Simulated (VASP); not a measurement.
```xyz
4
Lattice="3.1819 0.0000 0.0000 -1.5910 2.7556 0.0000 0.0000 0.0000 5.1811" Properties=species:S:1:pos:R:3 pbc="T T T"
Ga     1.5910     0.9185     3.0653
Ga     0.0000     1.8371     0.4748
N      1.5910     0.9185     5.0172
N      0.0000     1.8371     2.4266
```

Computed with PBEsol GGA, VASP's PBE PAW potentials (set 64) (plane waves; VASP). Settings: 650 eV cut-off, 7×7×4 Γ-centred mesh, Gaussian smearing of 0.050 eV, potentials Ga_d N.

Give the elastic stiffness tensor with the ions relaxed (GPa, in the frame of the cell).

|  | xx | yy | zz | yz | xz | xy |
|---|---|---|---|---|---|---|
| xx | 346 | 127 | 92.3 | 0.0 | 0.0 | 0.0 |
| yy | 127 | 346 | 92.3 | 0.0 | 0.0 | 0.0 |
| zz | 92.3 | 92.3 | 386 | 0.0 | 0.0 | 0.0 |
| yz | 0.0 | 0.0 | 0.0 | 92.5 | 0.0 | 0.0 |
| xz | 0.0 | 0.0 | 0.0 | 0.0 | 92.5 | 0.0 |
| xy | 0.0 | 0.0 | 0.0 | 0.0 | 0.0 | 110 |

What does the run give for the Hill bulk modulus, Hill shear modulus, Young's modulus, Poisson's ratio?

```
Item                 Result
------------------  -------
Hill bulk modulus   189 GPa
Hill shear modulus  109 GPa
Young's modulus     273 GPa
Poisson's ratio       0.259
```

The structure comes from a measured GaN entry (P6_3mc) of the Crystallography Open Database, whose conditions weren't checked. It was relaxed first.
